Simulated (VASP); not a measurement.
Consider the following.

```yaml
crystal:
  lattice:
    - [2.80000, 0.00000, 0.00000]
    - [0.00000, 2.80000, 0.00000]
    - [0.00000, 0.00000, 3.67000]
  atoms:
    - { symbol: Cu, position: [0.00066, 0.01644, 0.01160] }
    - { symbol: Au, position: [0.49934, 0.48356, 0.48840] }
```

Calculation: LDA (Ceperley-Alder, Perdew-Zunger), VASP's LDA PAW potentials (set 64) (plane waves; VASP). Run with 300 eV cut-off, 7×7×6 Γ-centred mesh, Gaussian smearing of 0.20 eV, potentials Cu Au.

At this cut-off the stress carries a Pulay error, which pulls relaxed volumes low.

Question: Which forces act on the atoms, in eV/Å?

Answer: 
```tsv
atom	Fx	Fy	Fz
Cu1	-0.012	-0.303	-0.539
Au2	0.012	0.303	0.539
```

Question: Give the stress tensor in GPa (positive for a compressed cell).

Answer: 
```
-7.21   0.02   0.04
 0.02  -7.53   0.90
 0.04   0.90  -6.78
```
The pressure is its mean diagonal, -7.18 GPa.

The structure is a typed CuAu crystal. The cell was not relaxed at this level, atoms are displaced from their ideal sites. The k-mesh is coarse (spacing up to 0.32 per Å, 2π included), so the numbers may not be converged in it.
